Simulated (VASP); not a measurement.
A convergence study with VASP on GaSb (zinc blende): one setting is varied, all else stays as given below, so the limit is that of these other settings.

```xyz
2
Lattice="0.0000 3.0500 3.0500 3.0500 0.0000 3.0500 3.0500 3.0500 0.0000" Properties=species:S:1:pos:R:3 pbc="T T T"
Ga     0.0000     0.0000     0.0000
Sb     1.5250     1.5250     1.5250
```

The numbers are results of PBEsol GGA, VASP's PBE PAW potentials (set 64) (plane waves; VASP 6.6.1), not measurements. The tightest run used: 550 eV cut-off, 16×16×16 Γ-centred mesh, tetrahedra with Blöchl corrections, potentials Ga_d Sb.

Unless said otherwise, spin-orbit coupling is left out, though it shifts the bands of the heavy elements here. Gaps are read on the run's mesh, which can miss a band edge.

```csv
setting,E (eV/atom),pressure (GPa),gap on the mesh (eV),irreducible k-points
3×3×3 mesh,-3.7631,1.33,0.032,4
4×4×4 mesh,-3.9742,0.56,0.043,8
5×5×5 mesh,-4.0380,0.37,0.048,10
```

These are the cheaper rows. Estimate the results at 16×16×16 mesh, and how far the last row shown lies from them.

```
quantity              tightest run  last row shown is off by
--------------------  ------------  ------------------------
E (eV/atom)                -4.0776                    0.0396
pressure (GPa)                0.38                     -0.01
gap on the mesh (eV)         0.054                    -0.006
```

Left out are rungs that failed or repeat a setting and relaxations that didn't move; long series are thinned to 24 rows.

The compound is GaSb in the zinc blende structure. The cell was not relaxed at this level.
